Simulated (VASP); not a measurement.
# MgOSiH4 in VASP: settings compared

One molecule, MgOSiH4, is run at these levels: PBE+TS, PBE, HSE06+TS; tasks: atomic charges, electron localisation function, single point.

All numbers are computed with VASP 6.6.1; they aren't measurements. Logs are shortened: lines on timing, memory, paths and dates and some standing lists are left out, and cuts for length are marked.

## (1) The molecule as given

The cell holds a molecule in a box, 7 atoms: a = 15.000 Å, b = 12.000 Å, c = 12.000 Å, α = 90.00°, β = 90.00°, γ = 90.00°.

## (2) Atomic charges, PBE+TS

The input, INCAR:

```
SYSTEM = MgSiH4O
  PREC = Accurate
  ENCUT = 520
  EDIFF = 1E-6
  ISMEAR = 0
  SIGMA = 0.01
  LREAL = .FALSE.
  LASPH = .TRUE.
  NELM = 60
  ALGO = Fast
  ISIF = 2
  LWAVE = .FALSE.
  LCHARG = .FALSE.
  GGA = PE
  IVDW = 2
  LORBIT = 11
```

The input, KPOINTS:

```
Automatic mesh
0
G
  1 1 1
  0 0 0
```

The input, POSCAR:

```
MgSiH4O
1.0
   15.0000000000      0.0000000000      0.0000000000
    0.0000000000     12.0000000000      0.0000000000
    0.0000000000      0.0000000000     12.0000000000
Mg O Si H
1 1 1 4
Direct
    0.4206233300      0.4324083300      0.4435291700
    0.5299033300      0.4814083300      0.4796708300
    0.6279633300      0.5255916700      0.5120458300
    0.3178833300      0.3863416700      0.4095458300
    0.6761033300      0.5698750000      0.4125541700
    0.6236766700      0.6171583300      0.5961208300
    0.6838500000      0.4346916700      0.5603958300
```

Potentials or basis: VASP PAW PBE potentials, release 64 (Mg, O, Si, H).

Run with:

```console
cat potpaw_PBE.64/Mg/POTCAR potpaw_PBE.64/O/POTCAR potpaw_PBE.64/Si/POTCAR potpaw_PBE.64/H/POTCAR > POTCAR
mpirun -np 1 vasp_gam > vasp.out
```

OUTCAR:

```text
SYSTEM = MgSiH4O
   PREC = Accurate
   ENCUT = 520
   EDIFF = 1E-6
   ISMEAR = 0
   LREAL = .FALSE.
   LASPH = .TRUE.
   NELM = 60
   ISIF = 2
   GGA = PE
   IVDW = 2
   LORBIT = 11
  IVDW =   2

 ion  position               nearest neighbor table
   1  0.421  0.432  0.444-   4 1.69   2 1.79
   2  0.530  0.481  0.480-   3 1.61   1 1.79
   3  0.628  0.526  0.512-   5 1.49   7 1.49   6 1.49   2 1.61
   4  0.318  0.386  0.410-   1 1.69
   5  0.676  0.570  0.413-   3 1.49
   6  0.624  0.617  0.596-   3 1.49
   7  0.684  0.435  0.560-   3 1.49

  LATTYP: Found a simple tetragonal cell.
 ALAT       =    12.0000000000
 C/A-ratio  =     1.2500000000

  Lattice vectors:

 A1 = (   0.0000000000,  12.0000000000,   0.0000000000)
 A2 = (   0.0000000000,   0.0000000000,  12.0000000000)
 A3 = (  15.0000000000,   0.0000000000,   0.0000000000)

Analysis of symmetry for initial positions (statically):
=====================================================================
 Subroutine PRICEL returns:
 Original cell was already a primitive cell.

 Routine SETGRP: Setting up the symmetry group for a
 simple tetragonal supercell.

 Subroutine GETGRP returns: Found  1 space group operations
 (whereof  1 operations were pure point group operations)
 out of a pool of 16 trial point group operations.

The static configuration has the point symmetry C_1 .

Analysis of symmetry for dynamics (positions and initial velocities):
=====================================================================
 Subroutine PRICEL returns:
 Original cell was already a primitive cell.

 Routine SETGRP: Setting up the symmetry group for a
 simple tetragonal supercell.

 Subroutine GETGRP returns: Found  1 space group operations
 (whereof  1 operations were pure point group operations)
 out of a pool of 16 trial point group operations.

The dynamic configuration has the point symmetry C_1 .

 Subroutine INISYM returns: Found  1 space group operations
 (whereof  1 operations are pure point group operations),
 and found     1 'primitive' translations

----------------------------------------------------------------------------------------

                                     Primitive cell

  volume of cell :    2160.0000

  direct lattice vectors                    reciprocal lattice vectors
    15.000000000  0.000000000  0.000000000     0.066666667  0.000000000  0.000000000
     0.000000000 12.000000000  0.000000000     0.000000000  0.083333333  0.000000000
     0.000000000  0.000000000 12.000000000     0.000000000  0.000000000  0.083333333

  length of vectors
    15.000000000 12.000000000 12.000000000     0.066666667  0.083333333  0.083333333

  position of ions in fractional coordinates (direct lattice)
     0.420623330  0.432408330  0.443529170
     0.529903330  0.481408330  0.479670830
     0.627963330  0.525591670  0.512045830
     0.317883330  0.386341670  0.409545830
     0.676103330  0.569875000  0.412554170
     0.623676670  0.617158330  0.596120830
     0.683850000  0.434691670  0.560395830

  ion indices of the primitive-cell ions
   primitive index   ion index
                 1           1
                 2           2
                 3           3
                 4           4
                 5           5
                 6           6
                 7           7

----------------------------------------------------------------------------------------

 KPOINTS: Automatic mesh

Automatic generation of k-mesh.
 Grid dimensions read from file:
 generate k-points for:    1    1    1

 Generating k-lattice:

  Cartesian coordinates                     Fractional coordinates (reciprocal lattice)
     0.066666667  0.000000000  0.000000000     1.000000000  0.000000000  0.000000000
     0.000000000  0.083333333  0.000000000     0.000000000  1.000000000  0.000000000
     0.000000000  0.000000000  0.083333333     0.000000000  0.000000000  1.000000000

  Length of vectors
     0.066666667  0.083333333  0.083333333

  Shift w.r.t. Gamma in fractional coordinates (k-lattice)
     0.000000000  0.000000000  0.000000000

 Subroutine IBZKPT returns following result:
 ===========================================

 Found      1 irreducible k-points:

 Following reciprocal coordinates:
            Coordinates               Weight
  0.000000  0.000000  0.000000      1.000000
   k-points           NKPTS =      1   k-points in BZ     NKDIM =      1   number of bands    NBANDS=     12
   number of dos      NEDOS =    301   number of ions     NIONS =      7
   total plane-waves  NPLWV = 907200
   dimension x,y,z NGX =   112 NGY =   90 NGZ =   90
   dimension x,y,z NGXF=   224 NGYF=  180 NGZF=  180
   ions per type =               1   1   1   4
   NGX,Y,Z   is equivalent  to a cutoff of  12.41, 12.47, 12.47 a.u.
   NGXF,Y,Z  is equivalent  to a cutoff of  24.83, 24.94, 24.94 a.u.
 SYSTEM =  MgSiH4O
   PREC   = accura    normal or accurate (medium, high low for compatibility)
   ISTART =      0    job   : 0-new  1-cont  2-samecut
   ICHARG =      2    charge: 1-file 2-atom 10-const
   ISPIN  =      1    spin polarized calculation?
   LNONCOLLINEAR =      F non collinear calculations
   LSORBIT =      F    spin-orbit coupling
   LASPH  =      T    aspherical Exc in radial PAW
   ENCUT  =  520.0 eV  38.22 Ry    6.18 a.u.  27.89 22.31 22.31*2*pi/ulx,y,z
   NELM   =     60;   NELMIN=  2; NELMDL= -5     # of ELM steps
   EDIFF  = 0.1E-05   stopping-criterion for ELM
   LREAL  =      F    real-space projection
   EDIFFG = 0.1E-04   stopping-criterion for IOM
   NSW    =      0    number of steps for IOM
   IBRION =     -1    ionic relax: 0-MD 1-quasi-New 2-CG
   NFREE  =      0    steps in history (QN), initial steepest desc. (CG)
   ISIF   =      2    stress and relaxation
   ISYM   =      2    0-nonsym 1-usesym 2-fastsym
   POTIM  = 0.5000    time-step for ionic-motion
   TEBEG  =    0.0;   TEEND  =   0.0 temperature during run
   PSTRESS=    0.0 pullay stress
   NELECT =      16.0000    total number of electrons
   NUPDOWN=      -1.0000    fix difference up-down
   EMIN   =  10.00;   EMAX   =-10.00  energy-range for DOS
   EFERMI =   0.00;   METHOD = LEGACY
   ISMEAR =     0;   SIGMA  =   0.01  broadening in eV -4-tet -1-fermi 0-gaus
   EFERMI_NEDOS =   21; number of points for ismear=-14 and -15
   IALGO  =     68    algorithm
   IMIX   =      4    mixing-type and parameters
     AMIX     =   0.40;   BMIX     =  1.00
     AMIX_MAG =   1.60;   BMIX_MAG =  1.00
  volume/ion in A,a.u.               =     308.57      2082.34
  Fermi-wavevector in a.u.,A,eV,Ry     =   0.319127  0.603063  1.385645  0.101842
  Thomas-Fermi vector in A             =   1.204580
   LORBIT       =     11    0 simple, 1 ext, 2 COOP (PROOUT), +10 PAW based schemes
   GGA     = PE    functional components
   LHFCALC =     F    Hartree Fock is set to
   AEXX    =    0.0000 exact exchange contribution
   IVDW    =     2    specifies the selected vdW correction
   LEPSILON=     F    determine dielectric tensor
   LRPA    =     F    only Hartree local field effects (RPA)
 non-spin polarized calculation
 RMM-DIIS sequential band-by-band and
 Gauss-broadening in eV      SIGMA  =   0.01
  energy-cutoff  :      520.00
  volume of cell :     2160.00
 maximum number of plane-waves:     29078
 NGX is ok and might be reduce to   112
   NGX = 55   NGY = 45   NGZ = 45

 number of electron      16.0000007 magnetization

 Free energy of the ion-electron system (eV)
  ---------------------------------------------------
  ext. energy  EPLUGINS =         0.00000000
  ---------------------------------------------------
  free energy    TOTEN  =       -28.12661726 eV

  energy without entropy =      -28.12661726  energy(sigma->0) =      -28.12661726

 E-fermi :  -6.3420     XC(G=0):  -0.7344

 val. band max:       -6.4061171378   @ k =   0.0000   0.0000   0.0000
 cond. band min:      -1.5058229258   @ k =   0.0000   0.0000   0.0000
 fundamental gap:      4.9002942120
 Fermi energy:        -6.3420496269

 k-point     1 :       0.0000    0.0000    0.0000
  band No.  band energies     occupation
      1     -22.7632      2.00000
      2     -12.3128      2.00000
      3      -9.2953      2.00000
      4      -8.3181      2.00000
      5      -8.3159      2.00000
      6      -6.8301      2.00000
      7      -6.4084      2.00000
      8      -6.4061      2.00000
      9      -1.5058      0.00000
     10      -0.7571      0.00000
     11      -0.7558      0.00000
     12       0.3679      0.00000

------------------------ aborting loop because EDIFF is reached ----------------------------------------

  Hirshfeld charges:
            ion         q(e)
   ------------------------------
      1     Mg       0.64711322
      2     O       -0.43498331
      3     Si       0.30026460
      4     H       -0.22718590
      5     H       -0.09488681
      6     H       -0.09555017
      7     H       -0.09477162

  Tkatchenko/Scheffler method for vdW energy calculation

  Number of pair interactions contributing to vdW energy:    6722

  Edisp (eV):   -0.03225

  FORCE on cell =-STRESS in cart. coord.  units (eV):
  Direction    XX          YY          ZZ          XY          YZ          ZX
  --------------------------------------------------------------------------------------
  -------------------------------------------------------------------------------------
  Total       1.23680     0.32394     0.26247     0.38796     0.10433     0.28477
  in kB       0.91740     0.24028     0.19469     0.28777     0.07738     0.21122
  external pressure =        0.45 kB  Pullay stress =        0.00 kB

 VOLUME and BASIS-vectors are now :
 -----------------------------------------------------------------------------
  energy-cutoff  :      520.00
  volume of cell :     2160.00
      direct lattice vectors                 reciprocal lattice vectors
    15.000000000  0.000000000  0.000000000     0.066666667  0.000000000  0.000000000
     0.000000000 12.000000000  0.000000000     0.000000000  0.083333333  0.000000000
     0.000000000  0.000000000 12.000000000     0.000000000  0.000000000  0.083333333

 POSITION                                       TOTAL-FORCE (eV/Angst)
 -----------------------------------------------------------------------------------
      6.30935      5.18890      5.32235        -0.149448     -0.055991     -0.041164
      7.94855      5.77690      5.75605        -0.291914     -0.101141     -0.072862
      9.41945      6.30710      6.14455         0.366021      0.124225      0.091173
      4.76825      4.63610      4.91455        -0.066502     -0.024948     -0.018764
     10.14155      6.83850      4.95065         0.067295      0.050132     -0.103563
      9.35515      7.40590      7.15345        -0.002738      0.100819      0.091912
     10.25775      5.21630      6.72475         0.077287     -0.093095      0.053268
 -----------------------------------------------------------------------------------
    total drift:                               -0.001002     -0.000740      0.000777

  FREE ENERGIE OF THE ION-ELECTRON SYSTEM (eV)
  ---------------------------------------------------
  free  energy   TOTEN  =       -28.1588648040 eV

  energy  without entropy=      -28.1588648040  energy(sigma->0) =      -28.15886480

 total charge

# of ion       s       p       d       tot
------------------------------------------
    1        0.208   0.152   0.041   0.401
    2        1.549   3.600   0.000   5.149
    3        0.712   1.008   0.000   1.721
    4        0.515   0.003   0.000   0.518
    5        0.586   0.012   0.000   0.598
    6        0.586   0.012   0.000   0.599
    7        0.586   0.012   0.000   0.598
--------------------------------------------------
tot          4.743   4.801   0.041   9.584
```

Wall time 3.1 min (1 thread of Intel Xeon Platinum 8259CL at 2.50GHz (Skylake/Cascade Lake), shared host); peak memory 1.6 GiB.

What came out:

- Free energy: -28.1589 eV
- Largest force: 0.397 eV/Å
- Gap between the frontier levels: 4.90 eV
- Valence electrons inside the program's atomic spheres: Mg 0.40; O 5.15; Si 1.72; H 0.52, 0.60
- Hirshfeld charges: Mg +0.65; O -0.43; Si +0.30; H -0.23, -0.09, -0.10 e
- Dispersion energy per atom: -0.005 eV

Forces on the atoms (eV/Å):
```
Mg  -0.149 -0.056 -0.041
O   -0.292 -0.101 -0.073
Si   0.366  0.124  0.091
H   -0.067 -0.025 -0.019
H    0.067  0.050 -0.104
H   -0.003  0.101  0.092
H    0.077 -0.093  0.053
```

Levels at points of the mesh, in eV from the valence-band top:
| k point | band 5 | band 6 | band 7 | band 8 | band 9 | band 10 | band 11 | band 12 |
| --- | --- | --- | --- | --- | --- | --- | --- | --- |
| (0.00, 0.00, 0.00) | -1.91 | -0.42 | 0.00 | 0.00 | 4.90 | 5.65 | 5.65 | 6.77 |

PBE gaps usually lie below the measured ones, often by a third to a half.

## (3) Electron localisation function, PBE

The input, INCAR:

```
SYSTEM = MgSiH4O
  PREC = Accurate
  ENCUT = 520
  EDIFF = 1E-6
  ISMEAR = 0
  SIGMA = 0.01
  LREAL = .False.
  LASPH = .True.
  NELM = 60
  ALGO = Fast
  ISIF = 2
  LWAVE = .False.
  LCHARG = .True.
  GGA = PE
  LELF = .True.
```

The input, KPOINTS:

```
Automatic mesh
0
Gamma
  1 1 1
  0 0 0
```

POSCAR is that of step 2.

Potentials or basis: VASP PAW PBE potentials, release 64 (Mg, O, Si, H).

Run with:

```console
cat potpaw_PBE.64/Mg/POTCAR potpaw_PBE.64/O/POTCAR potpaw_PBE.64/Si/POTCAR potpaw_PBE.64/H/POTCAR > POTCAR
mpirun -np 1 vasp_gam > vasp.out
```

It took 3 min on 1 thread of Intel Xeon Platinum 8259CL at 2.50GHz (Skylake/Cascade Lake), shared host; peak memory 1.5 GiB.

The run converged. Its results:

| Quantity | Value |
| --- | --- |
| Free energy | -28.1266 eV |
| Largest force | 0.362 eV/Å |
| Gap between the frontier levels | 4.90 eV |

Forces on the atoms (eV/Å):
```
Mg  -0.125 -0.047 -0.035
O   -0.279 -0.096 -0.069
Si   0.334  0.113  0.083
H   -0.071 -0.026 -0.020
H    0.066  0.048 -0.097
H    0.000  0.096  0.087
H    0.075 -0.087  0.051
```

Levels at points of the mesh, in eV from the valence-band top:
| k point | band 4 | band 5 | band 6 | band 7 | band 8 | band 9 | band 10 | band 11 | band 12 |
| --- | --- | --- | --- | --- | --- | --- | --- | --- | --- |
| (0.00, 0.00, 0.00) | -1.91 | -1.91 | -0.42 | 0.00 | 0.00 | 4.90 | 5.65 | 5.65 | 6.77 |

Expect the measured gap to be larger: semilocal functionals such as PBE lack the derivative discontinuity.

## (4) Single point, HSE06+TS

The input, POSCAR:

```
MgSiH4O
1.0
   15.0000000000      0.0000000000      0.0000000000
    0.0000000000     12.0000000000      0.0000000000
    0.0000000000      0.0000000000     12.0000000000
Mg O Si H
1 1 1 4
Cartesian
    6.3093499500      5.1888999600      5.3223500400
    7.9485499500      5.7768999600      5.7560499600
    9.4194499500      6.3071000400      6.1445499600
    4.7682499500      4.6361000400      4.9145499600
   10.1415499500      6.8385000000      4.9506500400
    9.3551500500      7.4058999600      7.1534499600
   10.2577500000      5.2163000400      6.7247499600
```

The input, INCAR.step1:

```
SYSTEM = MgSiH4O
PREC = Accurate
ENCUT = 900
EDIFF = 1E-5
ISMEAR = 0
SIGMA = 0.01
LREAL = .FALSE.
LASPH = .TRUE.
NELM = 80
ALGO = Normal
ISIF = 2
LWAVE = .TRUE.
LCHARG = .FALSE.
NBANDS = 17
GGA = PE
```

The input, INCAR.step2:

```
SYSTEM = MgSiH4O
PREC = Accurate
ENCUT = 900
EDIFF = 1E-7
ISMEAR = 0
SIGMA = 0.01
LREAL = .FALSE.
LASPH = .TRUE.
NELM = 80
ALGO = Normal
ISIF = 2
LWAVE = .FALSE.
LCHARG = .FALSE.
GGA = PE
LHFCALC = .TRUE.
HFSCREEN = 0.2
PRECFOCK = Fast
IVDW = 2
NBANDS = 17
ISTART = 1
```

The input, KPOINTS:

```
regular mesh
0
G
  1 1 1
  0 0 0
```

Potentials or basis: VASP PAW PBE potentials, release 64 (Mg, O_h, Si, H_h).

Run with:

```console
cat potpaw_PBE.64/Mg/POTCAR potpaw_PBE.64/O_h/POTCAR potpaw_PBE.64/Si/POTCAR potpaw_PBE.64/H_h/POTCAR > POTCAR
cp INCAR.step1 INCAR
mpirun -np 1 vasp_gam > vasp.out
cp INCAR.step2 INCAR
mpirun -np 1 vasp_gam > vasp.out
```

Wall time 40 min (1 thread of Intel Xeon Platinum 8259CL at 2.50GHz (Skylake/Cascade Lake), shared host); peak memory 3.4 GiB.

Results (log left out):

```
Free energy                     : -33.2463 eV
Largest force                   : 0.133 eV/Å
Gap between the frontier levels : 6.29 eV
Hirshfeld charges               : Mg +0.67; O -0.46; Si +0.32; H -0.24, -0.10 e
Dispersion energy per atom      : -0.004 eV
```

Forces in eV/Å, atoms in the order of the input:
```
Mg   0.030  0.002 -0.004
O    0.073  0.075  0.082
Si  -0.073 -0.041 -0.035
H    0.015 -0.003 -0.007
H   -0.023 -0.023  0.031
H    0.003 -0.040 -0.041
H   -0.027  0.031 -0.027
```

Levels at points of the mesh, in eV from the valence-band top:
```tsv
k point	band 4	band 5	band 6	band 7	band 8	band 9	band 10	band 11	band 12	band 13
(0.00, 0.00, 0.00)	-2.05	-2.05	-0.19	0.00	0.00	6.29	6.94	6.94	7.42	7.94
```

Caveat: the cutoff is under 1.25 times the usual one of these potentials, so pressure, stress and relaxed cells hold a basis-set (Pulay) error; the PAW data sets were made with another functional, which shifts forces and pressure a little.

## (5) The reference run

An earlier run on the cell as given: functional PBE; potentials or basis VASP PAW PBE potentials, release 64 (Mg, O, Si, H); cutoff 520 eV; k mesh 1 × 1 × 1; occupations gaussian, width 0.01 eV; no spin polarisation.

* Largest force: 0.362 eV/Å
* Gap between the frontier levels: 4.90 eV

## (6) Summary

```csv
task,level,potentials or basis,cutoff (eV),grid for exact exchange (PRECFOCK),screening parameter,gap on the mesh (eV),largest force (eV/Å)
atomic charges,PBE+TS,"VASP PAW PBE potentials, release 64 (Mg, O, Si, H)",520,-,-,4.90,0.40
electron localisation function,PBE,"VASP PAW PBE potentials, release 64 (Mg, O, Si, H)",520,-,-,4.90,0.36
single point,HSE06+TS,"VASP PAW PBE potentials, release 64 (Mg, O_h, Si, H_h)",900,Fast,0.2 1/A,6.29,0.13
single point,PBE,"VASP PAW PBE potentials, release 64 (Mg, O, Si, H)",520,-,-,4.90,0.36
```

Alike in all rows: no spin polarisation; cell as given; k mesh 1 × 1 × 1; smearing gaussian 0.01 eV.

Caveats: the cutoff is under 1.25 times the usual one of these potentials, so pressure, stress and relaxed cells hold a basis-set (Pulay) error (some runs); the PAW data sets were made with another functional, which shifts forces and pressure a little (some runs).

Absolute energies hang on the potentials; compare differences alone.
